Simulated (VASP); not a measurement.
Ir:

```
CELL_PARAMETERS angstrom
0.00000 1.91690 1.91690
1.91690 0.00000 1.91690
1.91690 1.91690 0.00000
ATOMIC_POSITIONS crystal
Ir 0.00000 0.00000 0.00000
```

Base run:

- Program: VASP 6.6.1
- Functional: PBEsol
- Potentials or basis: VASP PAW PBE potentials, release 64 (Ir)
- Cutoff: 700 eV
- k mesh: 18 × 18 × 18
- Occupations: gaussian, width 0.1 eV
- Spin: no spin polarisation

Its results: band gap on the k mesh none (metal or under the smearing width); pressure 0.0 GPa.

The run is repeated on the same cell with these changes: functional from PBEsol to r2SCAN; cutoff from 700 eV to 520 eV. What comes out?

Band gap on the k mesh none (metal or under the smearing width); pressure 5.7 GPa.

Caveats: the PAW data sets were made with another functional, which shifts forces and pressure a little.
